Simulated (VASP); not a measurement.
Level of theory: PBE GGA, VASP's PBE PAW potentials (set 64) (plane waves; VASP).

The input files of a VASP run:

File POSCAR:
```
MnF2
1
    4.9354004405    -0.0000000000     0.0000000000
   -0.0000000000     4.9354004405     0.0000000000
    0.0000000000     0.0000000000     3.3248314140
Mn F
2 4
Direct
  0.0000000000   1.0000000000   0.0000000000
  0.5000000000   0.5000000000   0.5000000000
  0.3036584732   0.3036584732   0.0000000000
  0.8036584732   0.1963415268   0.5000000000
  0.1963415268   0.8036584732   0.5000000000
  0.6963415268   0.6963415268   0.0000000000
```

**KPOINTS**
```
Automatic mesh
0
Gamma
5 5 8
0 0 0
```

### INCAR
```
! general
SYSTEM   =  MnF2
PREC     =  Accurate
ENCUT    =  520   ! plane-wave cut-off (eV)
LREAL    =  .FALSE.   ! projection in real space or not
LASPH    =  .TRUE.   ! aspherical one-centre terms

! electronic loop
EDIFF    =  1E-7
NELM     =  100
ALGO     =  Normal   ! blocked Davidson
LMAXMIX  =  4   ! l cut-off of mixed one-centre charges

! smearing
ISMEAR   =  -5   ! tetrahedra, Bloechl

! functional
GGA      =  PE   ! PBE

! spin
ISPIN    =  2   ! spin-polarised
MAGMOM   =  4.5 -4.5 -0.0 0.0 0.0 -0.0

! ions
ISIF     =  2   ! forces and stress, cell fixed

! output
LWAVE    =  .FALSE.
LCHARG   =  .TRUE.
LORBIT   =  11   ! lm-projected
NEDOS    =  601

! other
LEFG     =  .TRUE.
```

POTCAR, in this order: Mn_pv F (PBE.64 set). Program: vasp_std.

The resulting files:

File OSZICAR:
```
       N       E                     dE             d eps       ncg     rms          rms(c)
DAV:   1     0.703851967224E+03    0.70385E+03   -0.31518E+04  3976   0.189E+03
DAV:   2     0.297804482120E+02   -0.67407E+03   -0.65063E+03  4304   0.540E+02
DAV:   3    -0.413519964259E+02   -0.71132E+02   -0.70663E+02  4280   0.184E+02
DAV:   4    -0.431990321763E+02   -0.18470E+01   -0.18431E+01  4544   0.300E+01
DAV:   5    -0.432300889870E+02   -0.31057E-01   -0.31051E-01  4168   0.434E+00    0.199E+01
DAV:   6    -0.392928389328E+02    0.39373E+01   -0.26703E+01  4560   0.371E+01    0.145E+01
DAV:   7    -0.394372878172E+02   -0.14445E+00   -0.18842E+00  4024   0.102E+01    0.991E+00
DAV:   8    -0.392584434636E+02    0.17884E+00   -0.46114E-01  4024   0.612E+00    0.329E+00
DAV:   9    -0.394384492917E+02   -0.18001E+00   -0.10010E-01  4656   0.345E+00    0.858E-01
DAV:  10    -0.394427143942E+02   -0.42651E-02   -0.21336E-02  4024   0.946E-01    0.159E-01
DAV:  11    -0.394430542052E+02   -0.33981E-03   -0.81999E-04  4328   0.263E-01    0.641E-02
DAV:  12    -0.394432586678E+02   -0.20446E-03   -0.10431E-04  4344   0.796E-02    0.459E-02
DAV:  13    -0.394432997025E+02   -0.41035E-04   -0.41323E-05  4168   0.459E-02    0.146E-02
DAV:  14    -0.394433091691E+02   -0.94666E-05   -0.14655E-05  4408   0.284E-02    0.383E-03
DAV:  15    -0.394433094606E+02   -0.29156E-06   -0.68748E-07  3608   0.637E-03    0.192E-03
DAV:  16    -0.394433097835E+02   -0.32284E-06   -0.23537E-07  3384   0.332E-03    0.784E-04
DAV:  17    -0.394433097871E+02   -0.36071E-08   -0.11867E-08  2208   0.923E-04
   1 F= -.39443310E+02 E0= -.39443310E+02  d E =0.000000E+00  mag=     0.0000
```

**OUTCAR**
```
------------------------ aborting loop because EDIFF is reached ----------------------------------------
  FORCE on cell =-STRESS in cart. coord.  units (eV):
  Direction    XX          YY          ZZ          XY          YZ          ZX
  --------------------------------------------------------------------------------------
  Total       -0.0496373     -0.0496373     -0.0755000      0.0000000      0.0000000      0.0000000
  in kB       -0.9819840     -0.9819840     -1.4936306      0.0000000      0.0000000      0.0000000
  external PRESSURE =      -1.1525328 kB  Pullay stress =       0.0000000 kB
  volume of cell :       80.99
      direct lattice vectors                 reciprocal lattice vectors
     4.935400440  0.000000000  0.000000000     0.202617804  0.000000000  0.000000000
     0.000000000  4.935400440  0.000000000     0.000000000  0.202617804  0.000000000
     0.000000000  0.000000000  3.324831414     0.000000000  0.000000000  0.300767129
 POSITION                                       TOTAL-FORCE (eV/Angst)
 -----------------------------------------------------------------------------------
      0.00000      0.00000      0.00000        -0.000000     -0.000000      0.000000
      2.46770      2.46770      1.66242        -0.000000     -0.000000      0.000000
      1.49868      1.49868      0.00000        -0.003131     -0.003131     -0.000000
      3.96638      0.96902      1.66242        -0.003131      0.003131      0.000000
      0.96902      3.96638      1.66242         0.003131     -0.003131     -0.000000
      3.43672      3.43672      0.00000         0.003131      0.003131      0.000000
 -----------------------------------------------------------------------------------
    total drift:                                0.000000     -0.000000     -0.000000
  FREE ENERGIE OF THE ION-ELECTRON SYSTEM (eV)
  ---------------------------------------------------
  free  energy   TOTEN  =       -39.4433097871 eV

  energy  without entropy=      -39.4433097871  energy(sigma->0) =      -39.44330979

 total charge

# of ion       s       p       d       tot
------------------------------------------
    1        0.157   6.135   4.946  11.238
    2        0.157   6.135   4.946  11.238
    3        1.735   4.358   0.000   6.093
    4        1.735   4.358   0.000   6.093
    5        1.735   4.358   0.000   6.093
    6        1.735   4.358   0.000   6.093
--------------------------------------------------
tot          7.252  29.701   9.893  46.846

 magnetization (x)

# of ion       s       p       d       tot
------------------------------------------
    1        0.017   0.015   4.512   4.545
    2       -0.017  -0.015  -4.512  -4.545
    3       -0.002  -0.024   0.000  -0.027
    4        0.002   0.024   0.000   0.027
    5        0.002   0.024   0.000   0.027
    6       -0.002  -0.024   0.000  -0.027
--------------------------------------------------
tot         -0.000   0.000   0.000  -0.000

 Electric field gradients after diagonalization (V/A^2)
 (convention: |V_zz| > |V_xx| > |V_yy|)
----------------------------------------------------------------------
 ion       V_xx      V_yy      V_zz     asymmetry (V_yy - V_xx)/ V_zz
----------------------------------------------------------------------
   1     -11.943   -10.248    22.190       0.076
   2     -11.943   -10.248    22.190       0.076
   3      47.762    17.890   -65.652       0.455
   4      47.762    17.890   -65.652       0.455
   5      47.762    17.890   -65.652       0.455
   6      47.762    17.890   -65.652       0.455
```
(Selected blocks of OUTCAR.)

### OUTCAR
```
 val. band max:        2.3535377786   @ k =   0.4000   0.0000   0.0000

 cond. band min:       4.6193959396   @ k =   0.0000   0.0000   0.0000


 Fermi energy:         2.3966670503

 spin component 1

 k-point     1 :       0.0000    0.0000    0.0000
  band No.  band energies     occupation
      1     -47.0680      1.00000
      2     -47.0063      1.00000
      3     -47.0014      1.00000
      4     -42.1351      1.00000
      5     -42.0775      1.00000
      6     -42.0724      1.00000
      7     -21.3396      1.00000
      8     -20.8596      1.00000
      9     -20.8522      1.00000
     10     -20.7972      1.00000
     11      -4.7706      1.00000
     12      -3.8139      1.00000
     13      -3.3370      1.00000
     14      -3.2662      1.00000
     15      -2.8589      1.00000
     16      -2.8090      1.00000
     17      -2.8087      1.00000
     18      -2.7660      1.00000
     19      -1.9340      1.00000
     20      -1.5675      1.00000
     21      -1.5516      1.00000
     22      -1.2597      1.00000
     23       0.7478      1.00000
     24       0.9790      1.00000
     25       1.1419      1.00000
     26       1.9881      1.00000
     27       2.3036      1.00000
     28       4.6194      0.00000
     29       4.9877      0.00000
     30       5.4762      0.00000
     31       5.4788      0.00000
     32       6.3783      0.00000

 k-point     2 :       0.2000    0.0000    0.0000
  band No.  band energies     occupation
      1     -47.0680      1.00000
      2     -47.0063      1.00000
      3     -47.0014      1.00000
      4     -42.1351      1.00000
      5     -42.0775      1.00000
      6     -42.0724      1.00000
      7     -21.2982      1.00000
      8     -20.9228      1.00000
      9     -20.8351      1.00000
     10     -20.7961      1.00000
     11      -4.6322      1.00000
     12      -3.8176      1.00000
     13      -3.2755      1.00000
     14      -3.2606      1.00000
...
```

The compound is MnF2 in the rutile structure. It was relaxed first.
